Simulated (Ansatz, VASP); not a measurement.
# Al4Fe3Co: VASP beside Ansatz

```xyz
8
Lattice="-2.8681 2.8681 2.8681 2.8681 -2.8681 2.8681 2.8681 2.8681 -2.8681" Properties=species:S:1:pos:R:3 pbc="T T T"
Al    1.4340   -1.4340    1.4340
Al    1.4340    1.4340    1.4340
Al    1.4340    1.4340   -1.4340
Al   -1.4340    1.4340    1.4340
Co    0.0000    0.0000    0.0000
Fe    0.0000    2.8681    0.0000
Fe    0.0000    0.0000    2.8681
Fe    2.8681    0.0000    0.0000
```

Alike in both runs: task single point; functional PBE; k mesh 4 × 4 × 4; occupations gaussian, width 0.1 eV; collinear spin.

|  | VASP | Ansatz |
| --- | --- | --- |
| version | VASP 6.6.1 | Ansatz 0.2.0 |
| potentials or method | VASP PAW PBE potentials, release 64 (Al, Co, Fe) | scalar-relativistic, plane waves, PAW |
| plane-wave cutoff (eV) | 520 | 420 |
| valence electrons in the cell | 45 | 77 |

|  | VASP | Ansatz | Ansatz less VASP |
| --- | --- | --- | --- |
| gap on the k mesh at the Fermi level (eV) | none | none | - |
| pressure (GPa) | 0.2 | 0.3 | +0.08 |
| net moment per atom (μB) | 0.27 | 0.27 | 0.000 |
| size of the moment on the site where the two differ most (μB) | 0.79 | 0.78 | -0.006 |

Site moments also hang on the region over which each program counts them. A gap of «none» marks a metal or a gap that the smearing closes. With one functional, cell and mesh, what is left measures potentials, basis and numerics. The two sets of potentials don't hold the same shells in valence.

Caveats: the k mesh is coarse (spacing up to 0.39 Å⁻¹), so the values aren't converged.
